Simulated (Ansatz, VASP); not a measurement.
## SiSnTeSe2: VASP beside Ansatz

Wanted: the spread between two codes on one cell, functional and k mesh. The cell is generated by rule, not measured, and may not be a known phase. The cell is taken from a series of runs on this material, whose earlier steps may have relaxed, scaled, displaced or heated it; both programs get it as it stands.

Calculated with Ansatz 0.2.0; plane waves, with VASP 6.6.1 beside it; zone-centre phonons at LDA.

The structure was built from a prototype and need not be the compound's stable phase.

### Step 1. The structure

Symmetry: P4/mmm, No. 123, tetragonal system. Conventional cell: a = 4.735 Å, b = 4.735 Å, c = 5.335 Å, α = 90.00°, β = 90.00°, γ = 90.00°. Nearest to Sn lie 4 Te at 3.35 Å. Nearest to Si lie 4 Se at 2.37 Å and 2 Te at 2.67 Å. Nearest to Se lie 2 Si at 2.37 Å. Nearest to Te lie 2 Si at 2.67 Å and 4 Sn at 3.35 Å. Farther neighbours and most contacts between anions are not listed.

As a file:

```cif
data_structure
_symmetry_space_group_name_H-M 'P 1'
_symmetry_Int_Tables_number 1
_cell_length_a 4.7347
_cell_length_b 4.7347
_cell_length_c 5.3347
_cell_angle_alpha 90.000
_cell_angle_beta 90.000
_cell_angle_gamma 90.000
_cell_volume 119.59
loop_
_atom_site_label
_atom_site_type_symbol
_atom_site_fract_x
_atom_site_fract_y
_atom_site_fract_z
_atom_site_occupancy
Sn1 Sn 0.00000 0.00000 0.00000 1
Si2 Si 0.50000 0.50000 0.50000 1
Se3 Se 0.50000 0.00000 0.50000 1
Se4 Se 0.00000 0.50000 0.50000 1
Te5 Te 0.50000 0.50000 0.00000 1
```

### Step 2. VASP: zone-centre phonons, LDA

Second derivatives magnify differences that forces hide, and they need a tight electronic threshold.

Lines of VASP's logs that name or quote its potential files are left out, and so is its time.

File INCAR:

```
SYSTEM = SiSnTeSe2
PREC = Accurate
ENCUT = 500
EDIFF = 1E-08
NELM = 120
ISMEAR = 1
SIGMA = 0.27211
LREAL = .FALSE.
ALGO = Normal
GGA = CA
NBANDS = 24
LORBIT = 11
LWAVE = .FALSE.
LCHARG = .FALSE.
ISIF = 2
IBRION = 8
LASPH = .TRUE.
GGA_COMPAT = .FALSE.
KPAR = 2
```

File POSCAR:

```
SiSnTeSe2
1.0
    4.7347185446      0.0000000000      0.0000000000
    0.0000000000      4.7347185446      0.0000000000
    0.0000000000      0.0000000000      5.3346507526
Sn Si Se Te
1 1 2 1
Direct
    0.0000000000      0.0000000000      0.0000000000
    0.5000000000      0.5000000000      0.5000000000
    0.5000000000      0.0000000000      0.5000000000
    0.0000000000      0.5000000000      0.5000000000
    0.5000000000      0.5000000000      0.0000000000
```

File KPOINTS:

```
Automatic mesh
0
Gamma
6 6 4
0 0 0
```

The projector-augmented-wave data sets are Sn_d, Si, Se and Te (LDA family, release 64).

Command:

```bash
> mpirun -np 2 vasp_std
```

Output:

```text
[banner, memory and clock lines left out]
running    2 mpi-ranks, on    1 nodes
 distrk:  each k-point on    1 cores,    2 groups
 distr:  one band on    1 cores,    1 groups

 POSCAR found type information on POSCAR SnSiSeTe
 POSCAR found :  4 types and       5 ions
 LDA part: xc-table for (Slater(with rela. corr.)+CA(PZ))
 , standard interpolation
 POSCAR, INCAR and KPOINTS ok, starting setup
 FFT: planning ... GRIDC
 FFT: planning ... GRID_SOFT
 FFT: planning ... GRID
 WAVECAR not read
 entering main loop
       N       E                     dE             d eps       ncg     rms          rms(c)
DAV:   1     0.268445828261E+03    0.26845E+03   -0.15321E+04  1464   0.149E+03
DAV:   2     0.107921461736E+02   -0.25765E+03   -0.24857E+03  1520   0.372E+02
DAV:   3    -0.211943936948E+02   -0.31987E+02   -0.31252E+02  1824   0.118E+02
DAV:   4    -0.225510594406E+02   -0.13567E+01   -0.13050E+01  1640   0.258E+01
DAV:   5    -0.225918910026E+02   -0.40832E-01   -0.40820E-01  2120   0.481E+00    0.845E+00
DAV:   6    -0.221301789225E+02    0.46171E+00   -0.11126E+00  1800   0.580E+00    0.518E+00
DAV:   7    -0.221057279628E+02    0.24451E-01   -0.22173E-01  1704   0.204E+00    0.247E+00
DAV:   8    -0.221027904780E+02    0.29375E-02   -0.18805E-02  1712   0.922E-01    0.441E-01
DAV:   9    -0.221022271116E+02    0.56337E-03   -0.19987E-03  1744   0.265E-01    0.162E-01
DAV:  10    -0.221022528867E+02   -0.25775E-04   -0.44491E-04  1712   0.943E-02    0.109E-01
DAV:  11    -0.221022544332E+02   -0.15465E-05   -0.11998E-04  1744   0.716E-02    0.282E-02
DAV:  12    -0.221022471668E+02    0.72664E-05   -0.41019E-05  1688   0.402E-02    0.982E-03
DAV:  13    -0.221022471621E+02    0.47376E-08   -0.23435E-06  1744   0.810E-03    0.204E-03
DAV:  14    -0.221022471362E+02    0.25889E-07   -0.17232E-07  1904   0.254E-03    0.121E-03
DAV:  15    -0.221022471373E+02   -0.11323E-08   -0.19524E-08  1264   0.728E-04
   1 F= -.22102247E+02 E0= -.22103052E+02  d E =0.241339E-02
 Linear response reoptimize wavefunctions to high precision
DAV:   1    -0.221022471356E+02    0.16926E-08   -0.49596E-09  1256   0.517E-04
DAV:   2    -0.221022471358E+02   -0.12096E-09   -0.73164E-10   904   0.187E-04
DAV:   3    -0.221022471357E+02    0.21828E-10   -0.12270E-10   920   0.892E-05
 Linear response DOF=           9
 Linear response progress:
  Degree of freedom:   1/  9
       N       E                     dE             d eps       ncg     rms          rms(c)
RMM:   1    -0.221367592597E+00   -0.22137E+00    0.23363E-01  2905   0.899E+00
RMM:   2    -0.225531343735E+00   -0.41638E-02   -0.13044E-02  3859   0.619E-01    0.635E-02
RMM:   3    -0.225356824758E+00    0.17452E-03   -0.94588E-04  4142   0.170E-01    0.340E-02
RMM:   4    -0.225088777030E+00    0.26805E-03   -0.77959E-05  4200   0.516E-02    0.115E-02
RMM:   5    -0.225030641783E+00    0.58135E-04   -0.85612E-06  4385   0.174E-02    0.483E-03
RMM:   6    -0.225031119505E+00   -0.47772E-06   -0.20207E-06  4509   0.663E-03    0.196E-03
RMM:   7    -0.225037830051E+00   -0.67105E-05   -0.88921E-07  4494   0.280E-03    0.554E-04
RMM:   8    -0.225037127705E+00    0.70235E-06   -0.33412E-07  4328   0.143E-03    0.431E-05
RMM:   9    -0.225037114875E+00    0.12830E-07   -0.36676E-07  4693   0.725E-04    0.329E-05
RMM:  10    -0.225037342359E+00   -0.22748E-06   -0.14869E-07  4585   0.382E-04    0.233E-05
RMM:  11    -0.225037563010E+00   -0.22065E-06   -0.11729E-07  4686   0.213E-04    0.662E-06
RMM:  12    -0.225037540336E+00    0.22674E-07   -0.87130E-08  4557   0.128E-04    0.987E-06
RMM:  13    -0.225037594690E+00   -0.54354E-07   -0.63721E-08  4479   0.833E-05    0.446E-06
RMM:  14    -0.225037637170E+00   -0.42479E-07   -0.41247E-08  4563   0.564E-05    0.179E-06
RMM:  15    -0.225037633344E+00    0.38258E-08   -0.21798E-08  4166   0.401E-05    0.177E-06
 first order change of Fermi-energy  -0.88325E-04
 force on displaced ion       1 direction 1 :   1.811   0.000   0.000
 Linear response progress:
  Degree of freedom:   2/  9
       N       E                     dE             d eps       ncg     rms          rms(c)
RMM:   1    -0.222381065046E+00   -0.22238E+00    0.35688E-01  1801   0.986E+00
RMM:   2    -0.226839489871E+00   -0.44584E-02   -0.13539E-02  2362   0.610E-01    0.472E-02
RMM:   3    -0.226743675226E+00    0.95815E-04   -0.95012E-04  2549   0.167E-01    0.205E-02
RMM:   4    -0.226577102175E+00    0.16657E-03   -0.77185E-05  2633   0.476E-02    0.117E-02
RMM:   5    -0.226486888302E+00    0.90214E-04   -0.85740E-06  2633   0.170E-02    0.527E-03
RMM:   6    -0.226470422387E+00    0.16466E-04   -0.13831E-06  2778   0.675E-03    0.214E-03
RMM:   7    -0.226473562560E+00   -0.31402E-05   -0.32780E-07  2792   0.279E-03    0.407E-04
RMM:   8    -0.226474303757E+00   -0.74120E-06   -0.12212E-07  2763   0.127E-03    0.799E-05
RMM:   9    -0.226474035745E+00    0.26801E-06    0.20275E-07  2955   0.605E-04    0.340E-05
RMM:  10    -0.226474166282E+00   -0.13054E-06   -0.21720E-08  2895   0.302E-04    0.591E-06
RMM:  11    -0.226474191793E+00   -0.25511E-07    0.77726E-08  2965   0.169E-04    0.586E-06
RMM:  12    -0.226474236810E+00   -0.45017E-07    0.25069E-08  2829   0.104E-04    0.106E-06
RMM:  13    -0.226474226461E+00    0.10349E-07    0.40771E-09  2597   0.664E-05    0.121E-06
[...]
force on displaced ion       2 direction 3 :   0.000  -0.000   0.089
 Linear response progress:
  Degree of freedom:   5/  9
       N       E                     dE             d eps       ncg     rms          rms(c)
RMM:   1    -0.894764993896E-01   -0.89476E-01    0.46834E-02  4707   0.110E+00
RMM:   2    -0.874284903023E-01    0.20480E-02   -0.37068E-03  4188   0.232E-01    0.362E-02
RMM:   3    -0.876726317094E-01   -0.24414E-03   -0.21876E-04  4215   0.614E-02    0.208E-02
RMM:   4    -0.878724937882E-01   -0.19986E-03   -0.41406E-05  4117   0.244E-02    0.801E-03
RMM:   5    -0.879023275181E-01   -0.29834E-04   -0.29090E-06  4371   0.756E-03    0.263E-03
RMM:   6    -0.879015766435E-01    0.75087E-06   -0.21691E-07  4463   0.202E-03    0.967E-04
RMM:   7    -0.878986651459E-01    0.29115E-05   -0.38539E-08  4460   0.563E-04    0.138E-04
RMM:   8    -0.878986936863E-01   -0.28540E-07   -0.33629E-11  4536   0.161E-04    0.276E-05
RMM:   9    -0.878987312762E-01   -0.37590E-07    0.11304E-08  4717   0.585E-05    0.916E-06
RMM:  10    -0.878987428446E-01   -0.11568E-07    0.90596E-08  4707   0.251E-05    0.228E-06
RMM:  11    -0.878987366187E-01    0.62259E-08    0.78281E-09  3917   0.160E-05    0.351E-07
 first order change of Fermi-energy   0.44805E-03
 force on displaced ion       3 direction 1 :   1.466   0.000   0.000
 Linear response progress:
  Degree of freedom:   6/  9
       N       E                     dE             d eps       ncg     rms          rms(c)
RMM:   1    -0.940894819554E-01   -0.94089E-01    0.10530E-01  4842   0.120E+00
RMM:   2    -0.898326129023E-01    0.42569E-02   -0.57597E-03  4157   0.314E-01    0.174E-01
RMM:   3    -0.899691538989E-01   -0.13654E-03   -0.70511E-04  3978   0.102E-01    0.891E-02
RMM:   4    -0.902192359039E-01   -0.25008E-03   -0.22005E-04  4446   0.514E-02    0.177E-02
RMM:   5    -0.902208112418E-01   -0.15753E-05   -0.16072E-05  4271   0.169E-02    0.369E-03
RMM:   6    -0.902381673201E-01   -0.17356E-04   -0.10284E-06  4355   0.423E-03    0.149E-03
RMM:   7    -0.902392887422E-01   -0.11214E-05   -0.10994E-07  4512   0.128E-03    0.287E-04
RMM:   8    -0.902401235252E-01   -0.83478E-06    0.37195E-08  4444   0.418E-04    0.377E-05
RMM:   9    -0.902400861783E-01    0.37347E-07    0.31330E-08  4684   0.129E-04    0.263E-05
RMM:  10    -0.902400575065E-01    0.28672E-07   -0.66048E-08  4722   0.496E-05    0.700E-06
RMM:  11    -0.902400455027E-01    0.12004E-07    0.10642E-10  4717   0.246E-05    0.198E-06
RMM:  12    -0.902400527974E-01   -0.72947E-08   -0.10026E-09  3868   0.171E-05    0.339E-07
 first order change of Fermi-energy  -0.14287E-03
 force on displaced ion       3 direction 2 :   0.000  -9.495   0.000
 Linear response progress:
  Degree of freedom:   7/  9
       N       E                     dE             d eps       ncg     rms          rms(c)
RMM:   1    -0.926304928784E-01   -0.92630E-01    0.59530E-02  4676   0.112E+00
RMM:   2    -0.905821032037E-01    0.20484E-02   -0.30617E-03  4203   0.234E-01    0.369E-02
RMM:   3    -0.907683198962E-01   -0.18622E-03   -0.15205E-04  4092   0.540E-02    0.220E-02
RMM:   4    -0.909631502339E-01   -0.19483E-03   -0.31686E-05  4259   0.234E-02    0.692E-03
RMM:   5    -0.909858386192E-01   -0.22688E-04   -0.20351E-06  4422   0.719E-03    0.297E-03
RMM:   6    -0.909819473232E-01    0.38913E-05   -0.11324E-07  4452   0.162E-03    0.118E-03
RMM:   7    -0.909807230799E-01    0.12242E-05   -0.80377E-09  4453   0.464E-04    0.216E-04
RMM:   8    -0.909804149770E-01    0.30810E-06    0.80791E-08  4479   0.164E-04    0.376E-05
RMM:   9    -0.909804882395E-01   -0.73262E-07    0.16916E-07  4637   0.659E-05    0.245E-05
RMM:  10    -0.909804906189E-01   -0.23794E-08    0.31949E-08  4738   0.296E-05    0.677E-06
 first order change of Fermi-energy  -0.14773E-03
 force on displaced ion       3 direction 3 :   0.000   0.000   0.648
 Linear response progress:
  Degree of freedom:   8/  9
       N       E                     dE             d eps       ncg     rms          rms(c)
RMM:   1    -0.531331236012E-01   -0.53133E-01    0.28413E-02  4890   0.763E-01
RMM:   2    -0.517522299958E-01    0.13809E-02   -0.26057E-03  4219   0.212E-01    0.370E-02
RMM:   3    -0.518571627937E-01   -0.10493E-03   -0.17176E-04  4349   0.598E-02    0.280E-02
RMM:   4    -0.519433050459E-01   -0.86142E-04   -0.18627E-05  4306   0.197E-02    0.950E-03
RMM:   5    -0.519899001662E-01   -0.46595E-04   -0.31138E-06  4374   0.871E-03    0.286E-03
RMM:   6    -0.519851909819E-01    0.47092E-05   -0.11784E-07  4343   0.192E-03    0.687E-04
RMM:   7    -0.519843574515E-01    0.83353E-06   -0.13809E-08  4492   0.530E-04    0.888E-05
RMM:   8    -0.519844031713E-01   -0.45720E-07   -0.31132E-08  4583   0.153E-04    0.362E-05
RMM:   9    -0.519844508818E-01   -0.47710E-07    0.28778E-07  4604   0.620E-05    0.854E-06
RMM:  10    -0.519844438657E-01    0.70161E-08    0.16777E-07  4784   0.249E-05    0.304E-06
RMM:  11    -0.519844457454E-01   -0.18797E-08    0.39336E-08  4014   0.161E-05    0.672E-07
 first order change of Fermi-energy   0.24668E-04
 force on displaced ion       5 direction 1 :  -0.017   0.000   0.000
 Linear response progress:
  Degree of freedom:   9/  9
       N       E                     dE             d eps       ncg     rms          rms(c)
RMM:   1    -0.568633683844E-01   -0.56863E-01    0.49646E-02  3106   0.779E-01
RMM:   2    -0.538063904330E-01    0.30570E-02   -0.40706E-03  2620   0.240E-01    0.148E-01
RMM:   3    -0.537907221762E-01    0.15668E-04   -0.35426E-04  2672   0.709E-02    0.109E-01
RMM:   4    -0.538719847222E-01   -0.81263E-04   -0.90397E-05  2656   0.321E-02    0.924E-03
RMM:   5    -0.538539347373E-01    0.18050E-04   -0.59017E-06  2672   0.106E-02    0.507E-03
RMM:   6    -0.538550081055E-01   -0.10734E-05   -0.77105E-07  2761   0.323E-03    0.970E-04
RMM:   7    -0.538580280713E-01   -0.30200E-05   -0.10395E-07  2726   0.113E-03    0.619E-04
RMM:   8    -0.538576088900E-01    0.41918E-06   -0.12312E-07  2815   0.353E-04    0.177E-04
RMM:   9    -0.538574859590E-01    0.12293E-06   -0.32385E-07  2900   0.167E-04    0.316E-05
RMM:  10    -0.538575299484E-01   -0.43989E-07   -0.20141E-07  2873   0.560E-05    0.143E-05
RMM:  11    -0.538574872171E-01    0.42731E-07   -0.32437E-08  2750   0.289E-05    0.147E-06
RMM:  12    -0.538574884944E-01   -0.12774E-08   -0.94882E-08  2684   0.188E-05    0.122E-06
 first order change of Fermi-energy  -0.22634E-03
 force on displaced ion       5 direction 3 :  -0.000   0.000  -7.359
 Linear response finished
```

[end of part 1 of 3]

[Lines on the potential files, build, host, timing and source positions are cut from VASP's logs without a mark.]

[Logs are printed without paths, hosts, clocks, repeated set-up lines and the standing remarks that a program may print on its own settings, such as how far it seeks lower states.]

[Hosts, paths, dates, database ids (printed as entryN), source tags and the programs' standing remarks are cut or masked in the printed files.]
